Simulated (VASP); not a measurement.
Input for VASP

File POSCAR:
```
RuAl
1.0
  2.9800766569   0.0000000000   0.0000000000
  0.0000000000   2.9800766569   0.0000000000
  0.0000000000   0.0000000000   2.9800766569
Al Ru
1 1
Cartesian
  1.4900383285   1.4900383285   1.4900383285
  0.0000000000   0.0000000000   0.0000000000
```

### KPOINTS
```
Automatic mesh
0
Gamma
12 12 12
0 0 0
```

INCAR:
```
PREC = Accurate
LMAXMIX = 4   # l cut-off of mixed one-centre charges
SYSTEM = RuAl
NELM = 100   # most electronic steps
LASPH = .TRUE.
SIGMA = 0.1
GGA = PE
EDIFF = 1E-6
ISIF = 3   # ions, shape and volume
PSTRESS = 50
ALGO = Normal   # blocked Davidson
LWAVE = .FALSE.
LREAL = .FALSE.   # projection in real space or not
EDIFFG = -0.02   # ionic stop
IBRION = 2   # conjugate gradients
ENCUT = 500   # plane-wave cut-off (eV)
NSW = 40   # most ionic steps
LCHARG = .FALSE.
ISMEAR = 1
```

POTCAR, in this order: Al Ru_pv (PBE.64 set). Program: vasp_std.

### Question
Translate this PBE calculation to Ansatz.

### Answer
One equivalent input (not run):
Ansatz 0.2 input:
```yaml
crystal:
  lattice:
    - [2.9800767, 0.0000000, 0.0000000]
    - [0.0000000, 2.9800767, 0.0000000]
    - [0.0000000, 0.0000000, 2.9800767]
  atoms:
    - { symbol: Al, position: [0.5000000, 0.5000000, 0.5000000] }
    - { symbol: Ru, position: [0.0000000, 0.0000000, 0.0000000] }
kpoints:
  mp_grid: { grid: [12, 12, 12] }
hamiltonian:
  xc: pbe
  pseudopotentials: { kind: paw }
scf:
  occupations: { method: methfessel_paxton, width: 0.1 }
  max_iter: 100
relax:
  max_steps: 40
  f_tol: 0.02
  cell: { p_target: 5 }
output: { forces: true, stress: true, eigenvalues: true }
```
The two are equivalent in intent, not identical: each code has its own PAW files, so the cut-off isn't converted (ENCUT is set for VASP's; basis.ecutwfc is left out, and Ansatz then takes the one that its files recommend); Ansatz stops its SCF on the density residual and VASP on the energy change (EDIFF).

The compound is RuAl in the CsCl type structure. It was relaxed first under an external pressure of 5 GPa.
